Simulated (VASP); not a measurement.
All values below come from optB88-vdW, VASP's PBE PAW potentials (set 64) (plane waves; VASP).

Input for VASP

INCAR:
```
! general
SYSTEM   = Te
PREC     = Accurate
ENCUT    = 520
LREAL    = F   ! projection in real space or not
LASPH    = T   ! aspherical one-centre terms

! electronic loop
EDIFF    = 1E-6   ! SCF stop (eV)
NELM     = 100   ! most electronic steps
ALGO     = Normal
LMAXMIX  = 4   ! l cut-off of mixed one-centre charges

! smearing
ISMEAR   = 0   ! Gaussian
SIGMA    = 0.05

! functional
GGA      = BO
LUSE_VDW = T
AGGAC    = 0.0
PARAM1   = 0.1833333333
PARAM2   = 0.22

! ions
IBRION   = 2   ! conjugate gradients
NSW      = 60   ! most ionic steps
ISIF     = 3
EDIFFG   = -0.02   ! ionic stop

! output
LWAVE    = F
LCHARG   = F
```

### KPOINTS
```
Automatic
0
Gamma
  5 5 4
```

POSCAR:
```
Te
1.0
  2.2296993553  -3.8619522686   0.0000000000
  2.2296993553   3.8619522686   0.0000000000
  0.0000000000   0.0000000000   6.0352627942
Te
3
Direct
  0.0000000000   0.2733950663   0.6666670000
  0.7266049337   0.7266049337   1.0000000000
  0.2733950663   0.0000000000   0.3333330000
```

POTCAR, in this order: Te (PBE.64 set). Program: vasp_std.

Output of the run:

File OSZICAR:
```
       N       E                     dE             d eps       ncg     rms          rms(c)
DAV:   1     0.869528607174E+02    0.86953E+02   -0.64929E+03   442   0.109E+03
DAV:   2     0.214001074217E+01   -0.84813E+02   -0.81606E+02   594   0.160E+02
DAV:   3    -0.357147458401E+01   -0.57115E+01   -0.56657E+01   527   0.464E+01
DAV:   4    -0.367861141180E+01   -0.10714E+00   -0.10706E+00   556   0.772E+00
DAV:   5    -0.368053757129E+01   -0.19262E-02   -0.19262E-02   540   0.102E+00    0.118E+01
DAV:   6    -0.366444888371E+01    0.16089E-01   -0.22739E-02   467   0.107E+00    0.750E+00
DAV:   7    -0.366491637147E+01   -0.46749E-03   -0.50260E-02   457   0.161E+00    0.326E-01
DAV:   8    -0.366410108391E+01    0.81529E-03   -0.75965E-03   452   0.573E-01    0.168E-01
DAV:   9    -0.366414412722E+01   -0.43043E-04   -0.23749E-04   555   0.118E-01    0.102E-01
DAV:  10    -0.366419451151E+01   -0.50384E-04   -0.47574E-05   457   0.618E-02    0.202E-02
DAV:  11    -0.366419165923E+01    0.28523E-05   -0.18353E-05   457   0.314E-02    0.175E-02
DAV:  12    -0.366419180691E+01   -0.14768E-06   -0.18453E-06   294   0.951E-03
   1 F= -.36641918E+01 E0= -.36641918E+01  d E =-.366419E+01
       N       E                     dE             d eps       ncg     rms          rms(c)
DAV:   1    -0.366466937121E+01   -0.47771E-03   -0.10804E-02   442   0.523E-01    0.739E-02
DAV:   2    -0.366448517158E+01    0.18420E-03   -0.33421E-04   447   0.117E-01    0.495E-02
DAV:   3    -0.366440454377E+01    0.80628E-04   -0.16162E-04   477   0.642E-02    0.332E-02
DAV:   4    -0.366440070874E+01    0.38350E-05   -0.11358E-05   477   0.186E-02    0.466E-02
DAV:   5    -0.366440052274E+01    0.18601E-06   -0.72800E-07   241   0.725E-03
   2 F= -.36644005E+01 E0= -.36644005E+01  d E =-.208716E-03
       N       E                     dE             d eps       ncg     rms          rms(c)
DAV:   1    -0.366495583502E+01   -0.55513E-03   -0.18667E-02   442   0.687E-01    0.976E-02
DAV:   2    -0.366463670397E+01    0.31913E-03   -0.57581E-04   447   0.153E-01    0.665E-02
DAV:   3    -0.366449778345E+01    0.13892E-03   -0.28240E-04   477   0.847E-02    0.432E-02
DAV:   4    -0.366449164168E+01    0.61418E-05   -0.19279E-05   482   0.244E-02    0.608E-02
DAV:   5    -0.366449136183E+01    0.27985E-06   -0.12448E-06   261   0.947E-03
   3 F= -.36644914E+01 E0= -.36644914E+01  d E =-.299555E-03
       N       E                     dE             d eps       ncg     rms          rms(c)
DAV:   1    -0.366461785452E+01   -0.12621E-03   -0.42980E-03   442   0.352E-01    0.761E-02
DAV:   2    -0.366461686477E+01    0.98974E-06   -0.13204E-04   482   0.725E-02    0.175E-02
DAV:   3    -0.366461352514E+01    0.33396E-05   -0.52628E-06   497   0.158E-02    0.129E-02
DAV:   4    -0.366461314203E+01    0.38312E-06   -0.46878E-06   462   0.142E-02
   4 F= -.36646131E+01 E0= -.36646131E+01  d E =-.121780E-03
       N       E                     dE             d eps       ncg     rms          rms(c)
DAV:   1    -0.366474225322E+01   -0.12873E-03   -0.16833E-02   442   0.696E-01    0.146E-01
DAV:   2    -0.366473768715E+01    0.45661E-05   -0.50846E-04   482   0.143E-01    0.351E-02
DAV:   3    -0.366472419520E+01    0.13492E-04   -0.20165E-05   497   0.310E-02    0.255E-02
DAV:   4    -0.366472194650E+01    0.22487E-05   -0.18515E-05   467   0.282E-02    0.636E-03
DAV:   5    -0.366472228524E+01   -0.33874E-06   -0.19827E-06   338   0.904E-03
   5 F= -.36647223E+01 E0= -.36647223E+01  d E =-.230923E-03
```

### OUTCAR
```
------------------------ aborting loop because EDIFF is reached ----------------------------------------
  FORCE on cell =-STRESS in cart. coord.  units (eV):
  Direction    XX          YY          ZZ          XY          YZ          ZX
  --------------------------------------------------------------------------------------
  Total       -0.0061620     -0.0061620     -0.0025579      0.0000000      0.0000000     -0.0000000
  in kB       -0.0945129     -0.0945129     -0.0392324      0.0000000      0.0000000     -0.0000000
  external PRESSURE =      -0.0760861 kB  Pullay stress =       0.0000000 kB
  volume of cell :      104.46
      direct lattice vectors                 reciprocal lattice vectors
     2.240687743 -3.880984709  0.000000000     0.223145774 -0.128833283 -0.000000000
     2.240687743  3.880984709 -0.000000000     0.223145774  0.128833283  0.000000000
    -0.000000000 -0.000000000  6.006037398     0.000000000  0.000000000  0.166499130
 POSITION                                       TOTAL-FORCE (eV/Angst)
 -----------------------------------------------------------------------------------
      0.61171      1.05951      4.00403        -0.004609     -0.007983     -0.000000
      3.25795      0.00000     -0.00000         0.009218      0.000000      0.000000
      0.61171     -1.05951      2.00201        -0.004609      0.007983      0.000000
 -----------------------------------------------------------------------------------
    total drift:                               -0.000175     -0.000400      0.000013
  FREE ENERGIE OF THE ION-ELECTRON SYSTEM (eV)
  ---------------------------------------------------
  free  energy   TOTEN  =        -3.6647222852 eV

  energy  without entropy=       -3.6647222852  energy(sigma->0) =       -3.66472229

 reached required accuracy - stopping structural energy minimisation
```
(Selected blocks of OUTCAR.)

File CONTCAR:
```
Te
   1.00000000000000
     2.2406877426262519   -3.8809847093004501    0.0000000000000000
     2.2406877426262519    3.8809847093004501   -0.0000000000000000
    -0.0000000000000000   -0.0000000000000000    6.0060373976692283
  Te
     3
Direct
     0.0000000000000276    0.2730015345719252    0.6666669999999968
     0.7269984654280471    0.7269984654280471    0.0000000000000000
     0.2730015345719252    0.0000000000000276    0.3333330000000032
```

The compound is Te in the trig structure. This run relaxes it. Symmetry was kept, so distortions that lower it aren't found. The start is the result of an earlier pass.
